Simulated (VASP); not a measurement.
Data:

```
CELL_PARAMETERS angstrom
      2.16431    -3.74870     0.00000
      2.16431     3.74870     0.00000
      0.00000     0.00000     5.96654
ATOMIC_POSITIONS crystal
  Te 0.00000 0.28091 0.66667
  Te 0.71909 0.71909 0.00000
  Te 0.28091 0.00000 0.33333
```

All values below come from PBEsol GGA, VASP's PBE PAW potentials (set 64) (plane waves; VASP). Run with 400 eV cut-off, 13×13×9 Γ-centred mesh, Gaussian smearing of 0.010 eV, potentials Te.

Q: Give the force on each atom (eV/Å).

A: 
| atom | Fx | Fy | Fz |
|---|---|---|---|
| Te1 | 0.027 | 0.046 | 0.000 |
| Te2 | -0.053 | 0.000 | 0.000 |
| Te3 | 0.027 | -0.046 | 0.000 |

Q: Give the stress tensor in GPa (positive for a compressed cell).

A: 
```
-0.06   0.00   0.00
 0.00  -0.06   0.00
 0.00   0.00  -0.07
```
The pressure is its mean diagonal, -0.06 GPa.

The compound is Te in the trig structure. It was relaxed first, which changed the volume by -5 %.
